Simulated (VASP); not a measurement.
Input:

```yaml
crystal:
  lattice:
    - [0.00000, 3.20681, 3.20681]
    - [3.20681, 0.00000, 3.20681]
    - [3.20681, 3.20681, 0.00000]
  atoms:
    - { symbol: Ba, position: [0.00000, 0.00000, 0.00000] }
    - { symbol: F, position: [0.25000, 0.25000, 0.25000] }
    - { symbol: F, position: [0.75000, 0.75000, 0.75000] }
```

Computed with vdW-DF2, VASP's PBE PAW potentials (set 64) (plane waves; VASP 6.6.1). Run with 520 eV cut-off, 6×6×6 Γ-centred mesh, Gaussian smearing of 0.050 eV, potentials Ba_sv F.

### Question
Predict the energy per atom (σ→0), pressure.

### Answer

The energy per atom (σ→0) comes out as -4.026 eV/atom and the pressure is -1.52 GPa.

The compound is BaF2 in the fluorite structure. This cell is one point of a volume scan, at 1.03 of the reference volume.
